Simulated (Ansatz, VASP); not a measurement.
# Cross-check of Ni8Cl (Ni(100)-(2x1)-Cl, hollow site) between VASP and Ansatz, part 2 of 2

One calculation is typed for both programs; each brings its own data sets. How far apart do they land? The cell is taken from a series of runs on this material, whose earlier steps may have relaxed, scaled, displaced or heated it; both programs get it as it stands.

VASP 6.6.1 and Ansatz 0.2.0.

So far: The starting structure; Ansatz: single point, LDA.

## Step 3: VASP: single point, LDA

Level of this step: LDA, spin-polarised from a ferromagnetic start; plane waves and PAW (Ni, Cl) (VASP).

The same cell, functional (in two slightly different forms), mesh and smearing now go to VASP, with its own data sets.

Lines of VASP's logs that name or quote its potential files are left out, and so is its time.

Input file INCAR:

```
SYSTEM = Ni8Cl
PREC = Accurate
ENCUT = 520
EDIFF = 1E-06
NELM = 200
ISMEAR = -1
SIGMA = 0.05
LREAL = .FALSE.
ALGO = Normal
GGA = PW92
NBANDS = 61
ISPIN = 2
MAGMOM = 0.74 0.74 0.66 0.66 0.71 0.6 0.48 0.48 0.04
LASPH = .TRUE.
LMAXMIX = 4
LORBIT = 11
LWAVE = .FALSE.
LCHARG = .FALSE.
ISIF = 2
LDIPOL = .TRUE.
IDIPOL = 3
DIPOL = 0.5 0.5 0.484
LVHAR = .TRUE.
GGA_COMPAT = .FALSE.
NELMDL = -8
KPAR = 2
```

Input file POSCAR:

```
Ni8Cl
1.0
    4.9780317396      0.0000000000      0.0000000000
    0.0000000000      2.4890158698      0.0000000000
    0.0000000000      0.0000000000     23.7680537625
Ni Cl
8 1
Direct
    0.2500000000      0.5000000000      0.3576228868
    0.7500000000      0.5000000000      0.3576228868
    0.0000000000      0.0000000000      0.4316718610
    0.5000000000      0.0000000000      0.4316718610
    0.2500000000      0.5000000000      0.4996660083
    0.7500000000      0.5000000000      0.5024679209
    0.9957901819      0.0000000000      0.5710327934
    0.5042098181      0.0000000000      0.5710327934
    0.2500000000      0.5000000000      0.6331345956
```

Input file KPOINTS:

```
Automatic mesh
0
Gamma
12 24 1
0 0 0
```

The projector-augmented-wave data sets are Ni and Cl (LDA family, release 64).

The run is started by

```
$ mpirun -np 2 vasp_std
```

Numbers of over 12 decimals in the logs are rounded to 6 here.

Log:

```text
[banner, memory and clock lines left out]
running    2 mpi-ranks, on    1 nodes
 distrk:  each k-point on    1 cores,    2 groups
 distr:  one band on    1 cores,    1 groups

 POSCAR found type information on POSCAR NiCl
 POSCAR found :  2 types and       9 ions
|                                                                             |
|               ----> ADVICE to this user running VASP <----                  |
|                                                                             |
|     You enforced a specific xc type in the INCAR file but a different       |
|     [... a line on the potential file left out ...]
|     I HOPE YOU KNOW WHAT YOU ARE DOING!                                     |
|                                                                             |

 LDA part: xc-table for (Slater(with rela. corr.)+PW92), standard interpolation
 POSCAR, INCAR and KPOINTS ok, starting setup
 FFT: planning ... GRIDC
 FFT: planning ... GRID_SOFT
 FFT: planning ... GRID
 WAVECAR not read
 entering main loop
       N       E                     dE             d eps       ncg     rms          rms(c)
DAV:   1     0.682871871936E+03    0.68287E+03   -0.37657E+04 22220   0.148E+03
DAV:   2     0.172359196116E+02   -0.66564E+03   -0.63027E+03 22349   0.340E+02
DAV:   3    -0.552140919394E+02   -0.72450E+02   -0.67660E+02 26073   0.143E+02
DAV:   4    -0.593514767563E+02   -0.41374E+01   -0.39665E+01 25603   0.317E+01
DAV:   5    -0.594538179341E+02   -0.10234E+00   -0.10197E+00 26811   0.436E+00
DAV:   6    -0.594582712169E+02   -0.44533E-02   -0.44530E-02 31262   0.832E-01
DAV:   7    -0.594583813899E+02   -0.11017E-03   -0.11017E-03 29712   0.116E-01
DAV:   8    -0.594583842475E+02   -0.28576E-05   -0.28575E-05 29961   0.168E-02    0.299E+01
DAV:   9    -0.603453612333E+02   -0.88698E+00   -0.70980E+01 25369   0.113E+02    0.396E+01
DAV:  10    -0.634897873756E+02   -0.31444E+01   -0.93347E+01 25344   0.155E+02    0.423E+01
DAV:  11    -0.868452930807E+02   -0.23356E+02   -0.10191E+02 27791   0.127E+02    0.624E+01
DAV:  12    -0.588606498850E+02    0.27985E+02   -0.78958E+01 30753   0.880E+01    0.344E+01
DAV:  13    -0.519642935746E+02    0.68964E+01   -0.17593E+01 30166   0.701E+01    0.179E+01
DAV:  14    -0.528696430612E+02   -0.90535E+00   -0.20733E+01 28750   0.453E+01    0.191E+01
[...]
DAV:  41    -0.516603399817E+02   -0.19331E-04   -0.21185E-06 18957   0.909E-03    0.910E-03
DAV:  42    -0.516603497294E+02   -0.97477E-05   -0.48808E-07 16338   0.896E-03    0.572E-03
DAV:  43    -0.516603569136E+02   -0.71842E-05   -0.38067E-07 16033   0.522E-03    0.349E-03
DAV:  44    -0.516603652420E+02   -0.83284E-05   -0.50685E-07 16329   0.439E-03    0.265E-03
DAV:  45    -0.516603676246E+02   -0.23826E-05   -0.12938E-07 15573   0.213E-03    0.186E-03
DAV:  46    -0.516603691927E+02   -0.15681E-05   -0.61174E-08 14592   0.146E-03    0.129E-03
DAV:  47    -0.516603702070E+02   -0.10143E-05   -0.35167E-08 14678   0.156E-03    0.107E-03
DAV:  48    -0.516603705320E+02   -0.32497E-06   -0.18922E-08 14528   0.990E-04
   1 F= -.51660371E+02 E0= -.51600024E+02  d E =-.120693E+00  mag=     4.7848
```

Parts of OUTCAR (step 3):

```text
ion  position               nearest neighbor table
   1  0.250  0.500  0.358-   3 2.49   4 2.49   3 2.49   4 2.49   2 2.49   2 2.49
   2  0.750  0.500  0.358-   3 2.49   4 2.49   3 2.49   4 2.49   1 2.49   1 2.49
   3  0.000  0.000  0.432-   5 2.39   5 2.39   6 2.43   6 2.43   1 2.49   2 2.49   1 2.49   2 2.49
                             4 2.49   4 2.49
   4  0.500  0.000  0.432-   5 2.39   5 2.39   6 2.43   6 2.43   1 2.49   2 2.49   1 2.49   2 2.49
                             3 2.49   3 2.49
   5  0.250  0.500  0.500-   3 2.39   4 2.39   3 2.39   4 2.39   7 2.46   8 2.46   7 2.46   8 2.46
                             6 2.49   6 2.49
   6  0.750  0.500  0.502-   7 2.39   8 2.39   7 2.39   8 2.39   3 2.43   4 2.43   3 2.43   4 2.43
                             5 2.49   5 2.49
   7  0.996  0.000  0.571-   9 2.31   9 2.31   6 2.39   6 2.39   8 2.45   5 2.46   5 2.46   8 2.53

  LATTYP: Found a simple orthorhombic cell.
 ALAT       =     2.4890158698
 B/A-ratio  =     2.0000000000
 C/A-ratio  =     9.5491772676

 Subroutine GETGRP returns: Found  4 space group operations
 (whereof  2 operations were pure point group operations)

The static configuration has the point symmetry C_1h.
 The point group associated with its full space group is C_2v.

 Found     91 irreducible k-points:

   k-points           NKPTS =     91   k-points in BZ     NKDIM =     91   number of bands    NBANDS=     61

   dimension x,y,z NGX =    40 NGY =   20 NGZ =  180
   dimension x,y,z NGXF=    80 NGYF=   40 NGZF=  360

   ENCUT  =  520.0 eV  38.22 Ry    6.18 a.u.   9.26  4.63 44.19*2*pi/ulx,y,z

   NELECT =      87.0000    total number of electrons

 k-points in reciprocal lattice and weights: Automatic mesh
   0.00000000  0.00000000  0.00000000       0.003
   0.08333333  0.00000000  0.00000000       0.007
   0.16666667  0.00000000  0.00000000       0.007
   0.25000000  0.00000000  0.00000000       0.007
   0.33333333  0.00000000  0.00000000       0.007
   0.41666667  0.00000000  0.00000000       0.007
   0.50000000  0.00000000  0.00000000       0.003
   0.00000000  0.04166667  0.00000000       0.007
   0.08333333  0.04166667  0.00000000       0.014
[...]
0.41666667  0.50000000  0.00000000       0.007
   0.50000000  0.50000000  0.00000000       0.003

 dipolmoment           0.000000      0.000000     -0.038410 electrons x Angstroem

 average (electrostatic) potential at core
       1 -90.8579       2 -90.8585       3 -91.2647       4 -91.2647       5 -91.2829
       6 -91.3472       7 -91.1430       8 -91.1430       9-101.4818

 E-fermi :  -0.1156

 spin component 1
 k-point     1 :       0.0000    0.0000    0.0000
  band No.  band energies     occupation
    ...
     42      -0.7049      0.99999
     43      -0.6748      0.99999
     44      -0.6166      0.99996
     45      -0.6027      0.99994
     46      -0.5798      0.99991
     47       0.1449      0.00543
     48       0.4973      0.00000
     49       0.5824      0.00000
     50       0.7351      0.00000
     51       0.9184      0.00000
    ...

 k-point     2 :       0.0833    0.0000    0.0000
  band No.  band energies     occupation
    ...
     42      -0.6959      0.99999
     43      -0.6796      0.99999
     44      -0.6239      0.99996
     45      -0.6018      0.99994
     46      -0.5907      0.99993
     47      -0.0527      0.22148
     48       0.2369      0.00087
     49       0.5867      0.00000
     50       0.6511      0.00000
     51       1.4569      0.00000
    ...

 k-point     3 :       0.1667    0.0000    0.0000
  band No.  band energies     occupation
    ...
     44      -0.6576      0.99998
     45      -0.6494      0.99998
     46      -0.5640      0.99987
     47      -0.2635      0.95064
     48      -0.1728      0.75861
     49       0.5981      0.00000
     50       0.8968      0.00000
     51       1.8729      0.00000
     52       2.4155      0.00000
     53       3.6805      0.00000
    ...

 k-point     4 :       0.2500    0.0000    0.0000
  band No.  band energies     occupation
    ...
     44      -0.6824      0.99999
     45      -0.6332      0.99997
     46      -0.5595      0.99986
     47      -0.5466      0.99982
     48      -0.1247      0.54563
     49       0.6128      0.00000
     50       1.1184      0.00000
     51       2.1131      0.00000
     52       3.0654      0.00000
     53       3.9982      0.00000
    ...

 k-point     5 :       0.3333    0.0000    0.0000
  band No.  band energies     occupation
    ...
     43      -0.7653      1.00000
     44      -0.7489      1.00000
     45      -0.6628      0.99998
     46      -0.6313      0.99997
     47      -0.5443      0.99981
     48       0.0400      0.04268
     49       0.6266      0.00000
     50       1.1868      0.00000
     51       2.3713      0.00000
     52       3.6254      0.00000
    ...

 k-point     6 :       0.4167    0.0000    0.0000
  band No.  band energies     occupation
    ...
     43      -0.7825      1.00000
     44      -0.7152      0.99999
     45      -0.6426      0.99997
     46      -0.6235      0.99996
     47      -0.5581      0.99986
     48       0.2088      0.00152
     49       0.6363      0.00000
     50       1.1138      0.00000
     51       2.7069      0.00000
     52       3.8256      0.00000
    ...

  Total       -8.3563375     -2.3518179     -3.4375483      0.0000000      0.0000000      0.0000000
  in kB      -45.4619028    -12.7948535    -18.7016722      0.0000000      0.0000000      0.0000000
  external PRESSURE =     -25.6528095 kB  Pullay stress =       0.0000000 kB

  energy-cutoff  :      520.00
  volume of cell :      294.50
      direct lattice vectors                 reciprocal lattice vectors
     4.978031740  0.000000000  0.000000000     0.200882608  0.000000000  0.000000000
     0.000000000  2.489015870  0.000000000     0.000000000  0.401765217  0.000000000
     0.000000000  0.000000000 23.768053762     0.000000000  0.000000000  0.042073281

 POSITION                                       TOTAL-FORCE (eV/Angst)
 -----------------------------------------------------------------------------------
      1.24451      1.24451      8.50000         0.000000      0.000000      0.923506
      3.73352      1.24451      8.50000         0.000000      0.000000      0.946266
      0.00000      0.00000     10.26000        -0.097664      0.000000     -0.901059
      2.48902      0.00000     10.26000         0.097664      0.000000     -0.901059
      1.24451      1.24451     11.87609         0.000000      0.000000     -0.042541
      3.73352      1.24451     11.94268         0.000000      0.000000     -0.005171
      4.95708      0.00000     13.57234        -0.025085      0.000000     -0.015632
      2.50997      0.00000     13.57234         0.025085      0.000000     -0.015632
      1.24451      1.24451     15.04838         0.000000      0.000000      0.011323
 -----------------------------------------------------------------------------------
    total drift:                               -0.000000      0.000000     -0.004197

  FREE ENERGIE OF THE ION-ELECTRON SYSTEM (eV)
  ---------------------------------------------------
  free  energy   TOTEN  =       -51.6603705320 eV

  energy  without entropy=      -51.5396775545  energy(sigma->0) =      -51.60002404

 vacuum level on the upper side and lower side of the slab         4.573         5.135

 total charge
# of ion       s       p       d       tot
------------------------------------------
    1        0.472   0.332   8.331   9.135
    2        0.470   0.332   8.333   9.136
    3        0.509   0.521   8.339   9.370
    4        0.509   0.521   8.339   9.370
    5        0.521   0.538   8.365   9.424
    6        0.528   0.563   8.347   9.437
    7        0.464   0.472   8.440   9.375
    8        0.464   0.472   8.440   9.375
    9        1.625   3.421   0.000   5.045
--------------------------------------------------
tot          5.561   7.172  66.933  79.666

 magnetization (x)
# of ion       s       p       d       tot
------------------------------------------
    1       -0.001  -0.014   0.722   0.708
    2       -0.003  -0.013   0.720   0.704
    3       -0.006  -0.020   0.644   0.618
    4       -0.006  -0.020   0.644   0.618
    5       -0.005  -0.019   0.694   0.669
    6       -0.004  -0.017   0.585   0.564
    7       -0.006  -0.011   0.468   0.451
    8       -0.006  -0.011   0.468   0.451
    9        0.003   0.036   0.000   0.040
--------------------------------------------------
tot         -0.034  -0.087   4.946   4.824

[... 6 further parts left out ...]
```

The magnetic state follows from one typed start and may not be the lowest.

## Step 4: Differences

Known differences besides the potentials themselves: VASP starts from the moments at which Ansatz ended; the data sets hold 151 valence electrons in Ansatz (on its default PAW (the set named soft_2) files) and 87 in VASP; the cutoff is 420 eV in Ansatz and 520 eV in VASP; VASP's log shows a relativistic correction to its local exchange, Ansatz's none; site moments are counted in spheres of each program's own size. Total energies have different zeros and are not compared.

The two programs side by side:

```csv
quantity,Ansatz,VASP,difference
total moment (μB),4.88,4.78,+0.10
moment on Ni1 (μB),0.74,0.71,+0.03
moment on Ni2 (μB),0.74,0.70,+0.03
moment on Ni5 (μB),0.71,0.67,+0.04
moment on Ni3 (μB),0.66,0.62,+0.04
moment on Ni4 (μB),0.66,0.62,+0.04
moment on Ni6 (μB),0.60,0.56,+0.04
moment on Ni7 (μB),0.48,0.45,+0.03
moment on Ni8 (μB),0.48,0.45,+0.03
"work function, lower of the two faces (eV)",4.69,4.69,0.00
"work function, higher of the two faces (eV)",5.27,5.25,+0.02
```

With vacuum in the cell, a pressure given here is an average over mostly empty space and none of the material.

## Step 5: Summary of results

| Quantity | Value |
| --- | --- |
| difference in work function, higher of the two faces (single point, LDA) | 0.018 eV |

The difference in work function, higher of the two faces is 0.018 eV (single point, LDA). The data sets hold unlike numbers of valence electrons (151 in Ansatz and 87 in VASP), so part of the differences comes from the potentials. Such differences can come from data sets, numerical settings and the points named under the comparisons, not from the functional's error against experiment.

[Lines on the potential files, build, host, timing and source positions are cut from VASP's logs without a mark.]

[Logs are printed without paths, hosts, clocks, repeated set-up lines and the standing remarks that a program may print on its own settings, such as how far it seeks lower states.]

[Hosts, paths, dates, database ids (printed as entryN), source tags and the programs' standing remarks are cut or masked in the printed files.]
